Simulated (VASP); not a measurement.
**TiAu with r2SCAN: from relaxation to properties**

Aim: relax TiAu, then compute properties on the relaxed cell. The steps: relaxing cell and atoms (r2SCAN), density, ELF and potential (r2SCAN), bands along the symmetry lines (r2SCAN), density of states (r2SCAN), vibrations at Γ (r2SCAN), volume scan with r2SCAN and fit for r2SCAN. Left out of this account: 1 further run (core levels: core levels are not valid at this level). The start is a computed cell from the Materials Project.

Program: VASP 6.6.1. Level of theory: r2SCAN; plane waves and PAW (Ti_sv, Au). Results are calculated unless marked as measured.

This is a report of a sequence of runs, with most program output left out.

**1. The structure**

Before any relaxation, the start is as follows. The structure is orthorhombic, space group Pmma (No. 51). Conventional cell: a = 4.615 Å, b = 2.955 Å, c = 4.948 Å, α = 90.00°, β = 90.00°, γ = 90.00°. Nearest to Ti lie 8 Au at 2.83 to 2.90 Å and 4 Ti at 2.91 to 2.96 Å. Nearest to Au lie 8 Ti at 2.83 to 2.90 Å and 4 Au at 2.89 to 2.96 Å. Farther neighbours are not listed.

**2. Relaxing cell and atoms (r2SCAN)**

Properties are meant for the cell that this level of theory prefers, so cell and atoms are relaxed first (ISIF = 3) until forces and stress are small; EDIFFG sets the threshold. r2SCAN adds the kinetic-energy density, costs more than a GGA and is run with LASPH.

The input, INCAR:

```
SYSTEM = TiAu
PREC = Accurate
ENCUT = 400
EDIFF = 1E-06
NELM = 100
ISMEAR = 1
SIGMA = 0.2
LREAL = .FALSE.
ALGO = Normal
METAGGA = R2SCAN
LASPH = .TRUE.
NBANDS = 29
LORBIT = 11
LWAVE = .FALSE.
LCHARG = .FALSE.
KPAR = 4
IBRION = 2
NSW = 60
ISIF = 3
EDIFFG = -0.01
```

The input, POSCAR:

```
TiAu
1.0
    4.6150713700      0.0000000000      0.0000000000
    0.0000000000      2.9551944000      0.0000000000
    0.0000000000      0.0000000000      4.9475130000
Ti Au
2 2
Direct
    0.2500000000      0.0000000000      0.8201905100
    0.7500000000      0.0000000000      0.1798094900
    0.2500000000      0.5000000000      0.3241104800
    0.7500000000      0.5000000000      0.6758895200
```

The input, KPOINTS:

```
Automatic mesh
0
Gamma
4 7 4
0 0 0
```

PAW data sets: Ti_sv and Au (PBE family, release 64).

On the command line:

```bash
mpirun -np 4 vasp_std
```

Run time: 9.8 min. Hardware: 4 MPI ranks of Intel Xeon Platinum 8375C at 2.90GHz (Ice Lake), shared host; peak memory 0.75 GiB.

The k-mesh is coarse for a metal. The PAW data sets were made with PBE, which is usual practice but a small mismatch for other functionals. The run keeps the 8 symmetry operations of its start, so it cannot find a distortion of lower symmetry.

Relaxation path (22 of 25):

| step | energy less that of the first step (eV) | largest force (eV/Å) | pressure (GPa) | volume (Å³) |
| --- | --- | --- | --- | --- |
| 1 | 0.0000 | 0.3818 | -2.18 | 67.48 |
| 2 | -0.0110 | 0.1962 | 3.40 | 65.26 |
| 3 | -0.0170 | 0.2739 | 1.24 | 66.07 |
| 4 | -0.0325 | 0.1373 | 0.67 | 66.33 |
| 6 | -0.0395 | 0.0574 | -0.29 | 66.79 |
| 7 | -0.0405 | 0.0955 | -1.06 | 67.14 |
| 8 | -0.0413 | 0.0982 | -0.93 | 67.09 |
| 9 | -0.0425 | 0.1074 | -0.54 | 66.95 |
| 10 | -0.0422 | 0.1312 | 0.27 | 66.66 |
| 11 | -0.0429 | 0.1146 | -0.21 | 66.84 |
| 12 | -0.0434 | 0.1002 | -0.14 | 66.79 |
| 14 | -0.0443 | 0.0371 | 0.37 | 66.62 |
| 15 | -0.0446 | 0.0249 | 0.10 | 66.74 |
| 16 | -0.0446 | 0.0188 | -0.03 | 66.80 |
| 17 | -0.0446 | 0.0178 | -0.05 | 66.81 |
| 18 | -0.0447 | 0.0170 | -0.03 | 66.80 |
| 19 | -0.0448 | 0.0199 | 0.00 | 66.80 |
| 20 | -0.0448 | 0.0256 | 0.08 | 66.79 |
| 22 | -0.0449 | 0.0182 | 0.00 | 66.82 |
| 23 | -0.0449 | 0.0076 | -0.16 | 66.89 |
| 24 | -0.0449 | 0.0096 | -0.14 | 66.87 |
| 25 | -0.0450 | 0.0047 | -0.04 | 66.84 |

| conventional cell, symmetrised | before | after | change |
| --- | --- | --- | --- |
| a (Å) | 4.615 | 4.641 | +0.6 % |
| b (Å) | 2.955 | 2.954 | -0.0 % |
| c (Å) | 4.948 | 4.875 | -1.5 % |
| volume (Å³/atom) | 16.87 | 16.71 | -0.9 % |

The atoms that moved most (Å, as changes of fractional coordinates times the final cell):

| atom | dx | dy | dz | length |
| --- | --- | --- | --- | --- |
| Ti2 | 0.000 | 0.000 | 0.078 | 0.078 |
| Ti1 | 0.000 | 0.000 | -0.078 | 0.078 |
| Au3 | 0.000 | 0.000 | -0.054 | 0.054 |
| Au4 | 0.000 | 0.000 | 0.054 | 0.054 |

The relaxed structure:

```xyz
4
Lattice="4.6407 0.0000 0.0000 0.0000 2.9542 0.0000 0.0000 0.0000 4.8753" Properties=species:S:1:pos:R:3 pbc="T T T"
Ti    1.1602    0.0000    3.9205
Ti    3.4805    0.0000    0.9548
Au    1.1602    1.4771    1.5266
Au    3.4805    1.4771    3.3487
```

Numbers from this step:

| Item | Value |
| --- | --- |
| electrons | 46 |
| bands | 29 |
| irreducible k-points | 36 |
| symmetry operations | 8 |
| free energy (TOTEN) | -128.6748 eV |
| energy at zero smearing | -128.6701 eV |
| Fermi energy | 9.635 eV |
| pressure | -0.04407 GPa |
| metallic | yes |
| SCF cycles over all ionic steps | 178 |

It ends with a largest force of 0.005 eV/Å and a pressure of -0.04 GPa.

**3. Density, ELF and potential (r2SCAN)**

A single point on the relaxed cell gives a clean self-consistent state, with density, ELF and potential written out.

Changes to INCAR since step 2:

```diff
@@ -14,7 +14,5 @@
 LWAVE = .FALSE.
-LCHARG = .FALSE.
-KPAR = 4
-IBRION = 2
-NSW = 60
-ISIF = 3
-EDIFFG = -0.01
+LCHARG = .TRUE.
+ISIF = 2
+LELF = .TRUE.
+LVHAR = .TRUE.
```

The input, POSCAR:

```
TiAu
1.0
    4.6406661554      0.0000000000      0.0000000000
    0.0000000000      2.9541600754      0.0000000000
    0.0000000000      0.0000000000      4.8753204161
Ti Au
2 2
Direct
    0.2500000000      0.0000000000      0.8041505831
    0.7500000000      0.0000000000      0.1958494169
    0.2500000000      0.5000000000      0.3131311300
    0.7500000000      0.5000000000      0.6868688700
```

KPOINTS is that of step 2.

On the command line:

```bash
mpirun -np 4 vasp_std
```

It took 59 s on 4 MPI ranks; peak memory 0.49 GiB; 3.9 min of CPU time.

Numbers from this step:

* SCF cycles: 13
* bands: 32
* free energy (TOTEN): -128.6735 eV
* energy at zero smearing: -128.6687 eV
* pressure: -0.04927 GPa

Valence electrons inside each PAW sphere by angular momentum. Sphere charges, by row:

| atom | s (e) | p (e) | d (e) | tot (e) |
| --- | --- | --- | --- | --- |
| Ti1 | 2.182 | 6.123 | 1.813 | 10.12 |
| Ti2 | 2.182 | 6.123 | 1.813 | 10.12 |
| Au3 | 0.726 | 0.54 | 8.582 | 9.848 |
| Au4 | 0.726 | 0.54 | 8.582 | 9.848 |

ELF in the bc plane at fractional x = 0.250, with atoms of Ti and Au within 0.2 Å of it. It is the smooth field of the valence electrons, not physical close to the nuclei.

Ten even steps from '_' (0.00) to '@' (0.97):
```
----::......::----::......::--
**++==::......::::......::==++
%%%%**==::....::::....::==**%%
@@@@%%++--....::::....--++%%@@
@@@@%%++--::..::::..::--++%%@@
@@@@##++--....::::....--++##@@
%%%%**--::..::----::..::--**%%
++++--::....::----::....::--++
--::::....::--------::....::::
........::------------::......
____..::----------------::..__
..::::----====----====----::::
::::----====--------====----::
::::--====--::....::--====--::
::::--==--..________..--==--::
::::--==::____________::==--::
::::----::____________::----::
::::----::____________::----::
::::----::..________..::----::
::::------::..____..::------::
--------------::::------------
----------====----====--------
::::::--------------------::::
......::----------------::....
..........::--====--::........
```
Columns run along b (3.0 Å), rows up along c (4.9 Å). Atoms in or near the plane, at fractional coordinates: Ti at (0.00, 0.80), Au at (0.50, 0.31).

Valence density in the bc plane at fractional x = 0.250, with atoms of Ti and Au within 0.2 Å of it. It is the smooth field of the valence electrons, not physical close to the nuclei.

Values in e/Å³, 23 rows by 15 columns, each cell a mean:
```
 1  1  1  0  0  0  0  0  0  0  0  0  0  1  1
 4  4  2  1  0  0  0  0  0  0  0  0  1  2  4
 9  8  5  2  1  0  0  0  0  0  0  1  2  5  8
14 12  7  3  1  0  0  0  0  0  0  1  3  7 12
14 12  7  3  1  0  0  0  0  0  0  1  3  7 12
10  8  5  2  1  0  0  0  0  0  0  1  2  5  8
 5  4  3  1  0  0  0  0  0  0  0  0  1  3  4
 2  1  1  1  0  0  0  0  0  0  0  0  1  1  1
 1  0  0  0  0  0  0  0  0  0  0  0  0  0  0
 0  0  0  0  0  0  0  0  0  0  0  0  0  0  0
 0  0  0  0  0  0  1  1  1  1  0  0  0  0  0
 0  0  0  0  1  1  1  1  1  1  1  1  0  0  0
 0  0  0  1  1  2  2  2  2  2  2  1  1  0  0
 0  0  0  1  1  2  3  3  3  3  2  1  1  0  0
 0  0  1  1  2  3  4  4  4  4  3  2  1  1  0
 0  0  1  1  2  3  4  4  4  4  3  2  1  1  0
 0  0  0  1  2  3  3  4  4  3  3  2  1  0  0
 0  0  0  1  1  2  3  3  3  3  2  1  1  0  0
 0  0  0  1  1  1  2  2  2  2  1  1  1  0  0
 0  0  0  0  1  1  1  1  1  1  1  1  0  0  0
 0  0  0  0  0  0  1  1  1  1  0  0  0  0  0
 0  0  0  0  0  0  0  0  0  0  0  0  0  0  0
 0  0  0  0  0  0  0  0  0  0  0  0  0  0  0
```
Columns run along b (3.0 Å), rows up along c (4.9 Å). Atoms in or near the plane, at fractional coordinates: Ti at (0.00, 0.80), Au at (0.50, 0.31).

Electrostatic potential energy in the bc plane at fractional x = 0.250, with atoms of Ti and Au within 0.2 Å of it. With pseudopotentials it is smooth inside the atoms' cores, unlike the true potential.

Values in eV, 23 rows by 15 columns, each cell a mean:
```
-34 -32 -24 -14  -5  -2   0   1   1   0  -2  -5 -14 -24 -32
-52 -50 -41 -29 -13  -4  -2   0   0  -2  -4 -13 -29 -41 -50
-64 -62 -54 -40 -23  -7  -2  -1  -1  -2  -7 -23 -40 -54 -62
-67 -66 -60 -46 -28 -10  -3  -2  -2  -3 -10 -28 -46 -60 -66
-67 -66 -60 -46 -28 -10  -3  -1  -1  -3 -10 -28 -46 -60 -66
-64 -62 -54 -40 -23  -7  -2  -1  -1  -2  -7 -23 -40 -54 -62
-53 -51 -42 -29 -14  -4  -2   0   0  -2  -4 -14 -29 -42 -51
-35 -33 -25 -15  -6  -2  -1   1   1  -1  -2  -6 -15 -25 -33
-16 -14 -10  -5  -3  -2   0   0   0   0  -2  -3  -5 -10 -14
 -4  -4  -3  -3  -2  -1  -1  -1  -1  -1  -1  -2  -3  -3  -4
 -1  -1  -1  -2  -2  -5  -9 -11 -11  -9  -5  -2  -2  -1  -1
  1   0  -1  -2  -9 -19 -27 -31 -31 -27 -19  -9  -2  -1   0
  1   0  -1  -8 -22 -36 -46 -51 -51 -46 -36 -22  -8  -1   0
  1   0  -3 -16 -34 -49 -59 -63 -63 -59 -49 -34 -16  -3   0
  0   0  -6 -22 -41 -57 -66 -67 -67 -66 -57 -41 -22  -6   0
  0   0  -7 -24 -43 -59 -67 -67 -67 -67 -59 -43 -24  -7   0
  1   0  -5 -20 -39 -55 -64 -66 -66 -64 -55 -39 -20  -5   0
  1   1  -2 -14 -30 -45 -55 -60 -60 -55 -45 -30 -14  -2   1
  1   1   0  -6 -17 -30 -40 -45 -45 -40 -30 -17  -6   0   1
  1   1   0  -1  -6 -14 -21 -25 -25 -21 -14  -6  -1   0   1
 -1  -1  -1  -1  -1  -3  -5  -7  -7  -5  -3  -1  -1  -1  -1
 -3  -3  -2  -2  -1  -1   0   0   0   0  -1  -1  -2  -2  -3
-13 -11  -7  -4  -2  -1   0   1   1   0  -1  -2  -4  -7 -11
```
Columns run along b (3.0 Å; values clipped at the 3rd and 97th percentile), rows up along c (4.9 Å). Atoms in or near the plane, at fractional coordinates: Ti at (0.00, 0.80), Au at (0.50, 0.31).

In this run the pressure is -0.05 GPa, small enough to go on.

**4. Bands along the symmetry lines (r2SCAN)**

Levels along the symmetry lines show where the bands peak and cross; KPOINTS_OPT computes them in the converged potential.

The input, INCAR:

```
SYSTEM = TiAu
PREC = Accurate
ENCUT = 400
EDIFF = 1E-06
NELM = 100
ISMEAR = 1
SIGMA = 0.2
LREAL = .FALSE.
ALGO = Normal
METAGGA = R2SCAN
LASPH = .TRUE.
NBANDS = 37
LORBIT = 11
LWAVE = .FALSE.
LCHARG = .FALSE.
KPAR = 4
```

POSCAR is that of step 3.

KPOINTS is that of step 3.

The input, KPOINTS_OPT:

```
Line mode
16
Line-mode
Reciprocal
  0.00000000   0.00000000   0.00000000 GAMMA
  0.00000000  -0.50000000   0.00000000 X

  0.00000000  -0.50000000   0.00000000 X
 -0.50000000  -0.50000000   0.00000000 S

 -0.50000000  -0.50000000   0.00000000 S
 -0.50000000   0.00000000   0.00000000 Y

 -0.50000000   0.00000000   0.00000000 Y
  0.00000000   0.00000000   0.00000000 GAMMA

  0.00000000   0.00000000   0.00000000 GAMMA
  0.00000000   0.00000000  -0.50000000 Z

  0.00000000   0.00000000  -0.50000000 Z
  0.00000000  -0.50000000  -0.50000000 U

  0.00000000  -0.50000000  -0.50000000 U
 -0.50000000  -0.50000000  -0.50000000 R

 -0.50000000  -0.50000000  -0.50000000 R
 -0.50000000   0.00000000  -0.50000000 T

 -0.50000000   0.00000000  -0.50000000 T
  0.00000000   0.00000000  -0.50000000 Z

 -0.50000000   0.00000000   0.00000000 Y
 -0.50000000   0.00000000  -0.50000000 T

  0.00000000  -0.50000000  -0.50000000 U
  0.00000000  -0.50000000   0.00000000 X

 -0.50000000  -0.50000000   0.00000000 S
 -0.50000000  -0.50000000  -0.50000000 R
```

On the command line:

```bash
mpirun -np 4 vasp_std
```

Wall time 3 min (4 MPI ranks); peak memory 0.83 GiB; 12 min of CPU time.

Spin-orbit coupling is off here; with elements this heavy it splits and shifts levels by tenths of an eV or more.

Numbers from this step:

```yaml
bands: 37
pressure: -0.01065 GPa
```

The electronic bands at the labelled points (eV, zero at the Fermi level; # counts the bands kept):

| point | #13 | #14 | #15 | #16 | #17 | #18 | #19 | #20 |
| --- | --- | --- | --- | --- | --- | --- | --- | --- |
| Γ | -1.31 | -0.63 | -0.20 | 0.05 | 0.20 | 1.82 | 2.18 | 2.19 |
| 0.53 of the way | -1.43 | -1.42 | 0.02 | 0.37 | 1.00 | 1.30 | 1.40 | 1.94 |
| X | -1.61 | -1.34 | -1.21 | -0.18 | 0.05 | 0.81 | 1.75 | 2.40 |
| 0.47 of the way | -1.67 | -1.40 | -1.27 | -0.12 | 0.05 | 1.48 | 1.65 | 1.90 |
| S | -1.49 | -1.49 | -0.85 | -0.85 | 0.59 | 0.59 | 2.32 | 2.32 |
| 0.47 of the way | -0.56 | -0.56 | 0.48 | 0.48 | 0.65 | 0.65 | 1.72 | 1.72 |
| Y | -0.73 | -0.73 | 0.13 | 0.13 | 0.45 | 0.45 | 1.74 | 1.74 |
| 0.47 of the way | -1.27 | -0.55 | -0.20 | 0.00 | 0.44 | 1.44 | 1.91 | 2.07 |
| Γ | -1.31 | -0.63 | -0.20 | 0.05 | 0.20 | 1.82 | 2.18 | 2.19 |
| 0.47 of the way | -1.33 | -0.60 | -0.32 | -0.07 | 0.12 | 1.61 | 1.91 | 2.07 |
| Z | -1.31 | -0.54 | -0.46 | -0.24 | 0.01 | 0.71 | 1.56 | 1.72 |
| 0.53 of the way | -0.25 | 0.14 | 0.23 | 0.34 | 0.80 | 1.17 | 1.53 | 1.61 |
| U | -1.38 | -0.96 | -0.40 | 0.25 | 0.32 | 2.15 | 2.19 | 2.25 |
| 0.53 of the way | -1.09 | -0.62 | -0.12 | 0.14 | 0.55 | 1.56 | 2.10 | 2.11 |
| R | -0.11 | -0.11 | -0.10 | -0.10 | 0.87 | 0.87 | 2.07 | 2.07 |
| 0.53 of the way | -2.12 | -2.12 | 0.28 | 0.28 | 1.17 | 1.17 | 1.39 | 1.39 |
| T | -3.01 | -3.01 | -0.68 | -0.68 | 0.52 | 0.52 | 1.28 | 1.28 |
| 0.53 of the way | -1.92 | -1.60 | -0.55 | -0.54 | 0.45 | 0.78 | 1.37 | 1.56 |
| Z | -1.31 | -0.54 | -0.46 | -0.24 | 0.01 | 0.71 | 1.56 | 1.72 |
| jump to Y | -0.73 | -0.73 | 0.13 | 0.13 | 0.45 | 0.45 | 1.74 | 1.74 |
| 0.53 of the way | -1.82 | -1.82 | -0.48 | -0.48 | 0.64 | 0.64 | 1.50 | 1.50 |
| T | -3.01 | -3.01 | -0.68 | -0.68 | 0.52 | 0.52 | 1.28 | 1.28 |
| jump to U | -1.38 | -0.96 | -0.40 | 0.25 | 0.32 | 2.15 | 2.19 | 2.25 |
| 0.47 of the way | -1.30 | -1.11 | -1.07 | 0.05 | 0.64 | 1.19 | 1.91 | 2.27 |
| X | -1.61 | -1.34 | -1.21 | -0.18 | 0.05 | 0.81 | 1.75 | 2.40 |
| jump to S | -1.49 | -1.49 | -0.85 | -0.85 | 0.59 | 0.59 | 2.32 | 2.32 |

The largest weight of each band there:

| point | #13 | #14 | #15 | #16 | #17 | #18 | #19 | #20 |
| --- | --- | --- | --- | --- | --- | --- | --- | --- |
| Γ | Ti 0.50 | Au 0.67 | Ti 0.89 | Ti 0.88 | Ti 0.85 | Ti 0.94 | Ti 0.92 | Ti 0.92 |
| X | Ti 0.68 | Ti 0.70 | Au 0.96 | Ti 0.98 | Ti 0.80 | Ti 0.86 | Ti 0.98 | Ti 0.97 |
| S | Ti 0.59 | Ti 0.59 | Ti 0.73 | Ti 0.73 | Ti 0.94 | Ti 0.94 | Ti 0.89 | Ti 0.89 |
| Y | Ti 0.80 | Ti 0.80 | Ti 0.83 | Ti 0.83 | Ti 0.67 | Ti 0.67 | Ti 0.96 | Ti 0.96 |
| Γ | Ti 0.50 | Au 0.67 | Ti 0.89 | Ti 0.88 | Ti 0.85 | Ti 0.94 | Ti 0.92 | Ti 0.92 |
| Z | Ti 0.77 | Ti 0.61 | Ti 0.87 | Ti 0.92 | Ti 0.87 | Ti 0.85 | Ti 0.99 | Ti 0.97 |

There is no gap at this level.

**5. Density of states (r2SCAN)**

A density of states needs more k-points than a total energy; ISMEAR = -5 takes tetrahedra, and LORBIT projects the states on the PAW spheres. The mesh is finer than in the run before.

Changes to INCAR since step 4:

```diff
@@ -5,3 +5,3 @@
 NELM = 100
-ISMEAR = 1
+ISMEAR = -5
 SIGMA = 0.2
@@ -16 +16,2 @@
 KPAR = 4
+NEDOS = 2001
```

POSCAR is that of step 4.

The input, KPOINTS:

```
Automatic mesh
0
Gamma
6 10 6
0 0 0
```

On the command line:

```bash
mpirun -np 4 vasp_std
```

The job ended after 1.8 min (4 MPI ranks; peak memory 0.99 GiB).

So high a DOS at the Fermi level, on d states, may signal a magnetic instability, which a run without spin can't show. With tetrahedra the forces and stress of a metal are not exact derivatives of the energy.

This step gave:

```yaml
irreducible_k_points: 96
free_energy_toten: -128.6733 eV
fermi_energy: 9.675 eV
pressure: -0.1358 GPa
dos_at_the_fermi_level: 6.319 states/eV/cell
```

The density of states has structure finer than the step of the table below, so its rows give means over 0.5 eV, whole bins alone (the curve runs from -12.0 to 2.14 eV). Peaks (eV: height): total -6.33: 9.48, -5.68: 8.08, -4.87: 8.72, 2.06: 9.75; Ti d 0.03: 4.66, 0.59: 4.16, 2.06: 8.12; Au d -6.33: 7.03, -5.68: 6.30, -5.36: 6.40, -4.87: 7.15; Au p -0.63: 0.549; Au s -6.82: 0.508, -3.40: 0.250.

States under -12.0 eV and over 2.1 eV are left out. The density of states by energy, zero at the Fermi level; means over each step; values in states/eV/cell:

| energy (eV) | total | Ti d | Au d | Au p | Au s | Ti p | Ti s |
| --- | --- | --- | --- | --- | --- | --- | --- |
| -10.0 | 0 | 0 | 0 | 0 | 0 | 0 | 0 |
| -9.5 | 0.00294 | 0 | 0 | 7.6e-6 | 0.00119 | 3.8e-6 | 3.1e-4 |
| -9.0 | 0.165 | 1.1e-4 | 0.00177 | 0.00167 | 0.0657 | 0.00149 | 0.0165 |
| -8.5 | 0.368 | 0.00150 | 0.0118 | 0.00616 | 0.143 | 0.00629 | 0.0316 |
| -8.0 | 0.612 | 0.00513 | 0.0490 | 0.0131 | 0.226 | 0.0152 | 0.0405 |
| -7.5 | 0.971 | 0.0170 | 0.187 | 0.0207 | 0.307 | 0.0277 | 0.0416 |
| -7.0 | 3.18 | 0.110 | 1.57 | 0.0407 | 0.482 | 0.0512 | 0.0789 |
| -6.5 | 8.00 | 0.267 | 5.65 | 0.0725 | 0.314 | 0.0753 | 0.114 |
| -6.0 | 7.29 | 0.225 | 5.56 | 0.0870 | 0.134 | 0.0674 | 0.0666 |
| -5.5 | 6.98 | 0.216 | 5.50 | 0.0878 | 0.0718 | 0.0770 | 0.0505 |
| -5.0 | 7.05 | 0.234 | 5.76 | 0.0820 | 0.0705 | 0.0610 | 0.0206 |
| -4.5 | 6.39 | 0.210 | 5.11 | 0.106 | 0.151 | 0.0520 | 0.0282 |
| -4.0 | 3.16 | 0.142 | 2.16 | 0.102 | 0.192 | 0.0403 | 0.0309 |
| -3.5 | 1.66 | 0.152 | 0.752 | 0.0928 | 0.222 | 0.0356 | 0.0230 |
| -3.0 | 0.976 | 0.137 | 0.308 | 0.0876 | 0.132 | 0.0225 | 0.0185 |
| -2.5 | 0.895 | 0.154 | 0.251 | 0.0940 | 0.0918 | 0.0217 | 0.0242 |
| -2.0 | 1.06 | 0.223 | 0.261 | 0.118 | 0.0793 | 0.0285 | 0.0320 |
| -1.5 | 2.26 | 0.740 | 0.292 | 0.314 | 0.0605 | 0.0702 | 0.0520 |
| -1.0 | 2.79 | 1.04 | 0.327 | 0.383 | 0.0567 | 0.0912 | 0.0442 |
| -0.5 | 3.87 | 2.00 | 0.366 | 0.353 | 0.0389 | 0.0894 | 0.0333 |
| 0.0 | 5.20 | 3.33 | 0.486 | 0.176 | 0.0281 | 0.0862 | 0.0204 |
| 0.5 | 5.00 | 3.27 | 0.490 | 0.189 | 0.0227 | 0.0854 | 0.0236 |
| 1.0 | 3.35 | 2.43 | 0.250 | 0.116 | 0.0115 | 0.0282 | 0.0181 |
| 1.5 | 4.80 | 3.78 | 0.285 | 0.106 | 0.00677 | 0.0314 | 0.0171 |

The finer mesh and the other smearing move the Fermi level by +0.04 eV from the 4×7×4 run, a small shift, which tests the Fermi level alone. Of the states within 0.3 eV of the Fermi level, the largest shares in the PAW spheres are Ti d 64 % and Au d 9 %. The rest lies in smaller channels or between the spheres.

**6. Vibrations at Γ (r2SCAN)**

Zone-centre modes test whether the atoms sit at a minimum within this cell. IBRION = 6 takes the force constants from differences of forces between displaced cells, so the forces must be tight.

The input, INCAR:

```
SYSTEM = TiAu
PREC = Accurate
ENCUT = 400
EDIFF = 1E-08
NELM = 100
ISMEAR = 1
SIGMA = 0.2
LREAL = .FALSE.
ALGO = Normal
METAGGA = R2SCAN
LASPH = .TRUE.
NBANDS = 29
LORBIT = 11
LWAVE = .FALSE.
LCHARG = .FALSE.
KPAR = 4
IBRION = 6
NFREE = 2
POTIM = 0.015
ISIF = 2
NSW = 1
```

POSCAR is that of step 5.

The input, KPOINTS:

```
Automatic mesh
0
Gamma
8 13 8
0 0 0
```

On the command line:

```bash
mpirun -np 4 vasp_std
```

Elapsed: 47 min, on 4 MPI ranks; peak memory 2.4 GiB.

The last energy, forces, stress and levels in OUTCAR belong to the last displaced cell, not to the cell of POSCAR.

This step gave:

| Property | Result |
| --- | --- |
| bands | 29 |
| irreducible k-points | 175 |
| pressure of the cell | -0.1946 GPa |
| largest force of the cell | 0.02855 eV/Å |

Modes at Γ, with each element's share of the kinetic energy:

| mode | frequency (cm⁻¹) | symmetry | Ti % | Au % |
| --- | --- | --- | --- | --- |
| 1 | -0.9 | acoustic | 19 | 81 |
| 2 | -0.7 | acoustic | 19 | 81 |
| 3 | -0.5 | acoustic | 19 | 81 |
| 4 | 65.6 | Bg | 2 | 98 |
| 5 | 70.8 | Bg | 16 | 84 |
| 6 | 98.1 | Ag | 9 | 91 |
| 7 | 105.9 | Bg | 98 | 2 |
| 8 | 158.1 | Bu | 81 | 19 |
| 9 | 185.1 | Bu | 81 | 19 |
| 10 | 185.1 | Bu | 81 | 19 |
| 11 | 227.2 | Ag | 91 | 9 |
| 12 | 231.9 | Bg | 84 | 16 |

Displacements in mode 4 (65.6 cm⁻¹), the largest set to 1:
```
Ti1  0.00  0.32  0.00
Ti2  0.00 -0.32  0.00
Au3  0.00  1.00  0.00
Au4  0.00 -1.00  0.00
```

Displacements in mode 6 (98.1 cm⁻¹), the largest set to 1:
```
Ti1  0.00  0.00  0.64
Ti2  0.00  0.00 -0.64
Au3  0.00  0.00  1.00
Au4  0.00  0.00 -1.00
```

The three acoustic modes lie within 0.9 cm⁻¹ of zero, and all others are real. By the characters of their eigenvectors the optical modes sort into (cm⁻¹) Raman active: Bg 66, Bg 71, Ag 98, Bg 106, Ag 227, Bg 232; infrared active: Bu 158, Bu 185. B labels carry no number here, since it depends on the setting of the axes. With a centre of inversion no mode is active in both.

(Continued in part 2 of 2.)

[Lines on the potential files, build, host, timing and source positions are cut from VASP's logs without a mark.]

[Logs are printed without paths, hosts, clocks, repeated set-up lines and the standing remarks that a program may print on its own settings, such as how far it seeks lower states.]

[Hosts, paths, dates, database ids (printed as entryN), source tags and the programs' standing remarks are cut or masked in the printed files.]

[Measured values are set beside computed ones only where the two were judged alike; some that the calculation misses by far are left out.]

[In band tables of VASP the shares of atoms and orbitals are scaled to a sum of 1 inside the atoms' spheres.]
